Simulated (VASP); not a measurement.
Level of theory: PBE GGA with spin-orbit coupling, VASP's PBE PAW potentials (set 64) (plane waves; VASP 6.6.1).

The input files of a VASP run:

### KPOINTS
```
Automatic mesh
0
Gamma
6 6 6
0 0 0
```

**INCAR**
```
SYSTEM  =  SrTiO3
PREC  =  Accurate; ENCUT  =  400; LREAL  =  .FALSE.
LASPH  =  .TRUE.
EDIFF  =  1E-6; NELM  =  100; ALGO  =  Normal
LMAXMIX  =  4
ISMEAR  =  -1; SIGMA  =  0.02
GGA  =  PE; GGA_COMPAT  =  .FALSE.
MAGMOM  =  15*0.0; LSORBIT  =  .TRUE.; LNONCOLLINEAR  =  .TRUE.
ISIF  =  2
LWAVE  =  .FALSE.; LCHARG  =  .FALSE.; LORBIT  =  11
```

**POSCAR**
```
SrTiO3
1.0
  3.9889580000   0.0000000000   0.0000000000
  0.0000000000   3.9889580000   0.0000000000
  0.0000000000   0.0000000000   3.9889580000
Sr Ti O
1 1 3
Cart
  0.0000000000   0.0000000000   0.0000000000
  1.9944790000   1.9944790000   1.9944790000
  1.9944790000   0.0000000000   1.9944790000
  0.0000000000   1.9944790000   1.9944790000
  1.9944790000   1.9944790000   0.0000000000
```

POTCAR, in this order: Sr_sv Ti_sv O (PBE.64 set). Program: vasp_ncl.

At this cut-off the stress carries a Pulay error, which pulls relaxed volumes low.

Problem. What does the run give for the energy per atom (σ→0), pressure, band gap (on the k-mesh)?

Solution. 
| Quantity | Value |
|---|---|
| energy per atom (σ→0) | -8.040 eV/atom |
| band gap (on the k-mesh) | 1.72 eV |
| pressure | -10.52 GPa |

OSZICAR:
```
...
DAV:  10    -0.402153554006E+02   -0.10675E-01   -0.13643E-01  2384   0.269E+00    0.103E+00
DAV:  11    -0.402033745755E+02    0.11981E-01   -0.28595E-02  2712   0.190E+00    0.330E-01
DAV:  12    -0.402021035116E+02    0.12711E-02   -0.12173E-02  2744   0.800E-01    0.124E-01
DAV:  13    -0.402020675252E+02    0.35986E-04   -0.14554E-03  2520   0.450E-01    0.681E-02
DAV:  14    -0.402020883575E+02   -0.20832E-04   -0.12875E-04  2928   0.973E-02    0.468E-02
DAV:  15    -0.402020920970E+02   -0.37395E-05   -0.25782E-05  2424   0.633E-02    0.101E-02
DAV:  16    -0.402020918514E+02    0.24565E-06   -0.33312E-06  2192   0.184E-02
   1 F= -.40202092E+02 E0= -.40202092E+02  d E =-.588428E-14  mag=    -0.0000     0.0000    -0.0000
```

The structure is a typed SrTiO3 crystal (Pm-3m). The cell was not relaxed at this level. The run is one of a series of settings (GGA_COMPAT = .FALSE., LNONCOLLINEAR = .TRUE., LSORBIT = .TRUE., MAGMOM = 0.0 0.0 0.0 0.0 0.0 0.0 0.0 0.0 0.0 0.0 0.0 0.0 0.0 0.0 0.0, program vasp_ncl against the base run), some of them coarse on purpose.
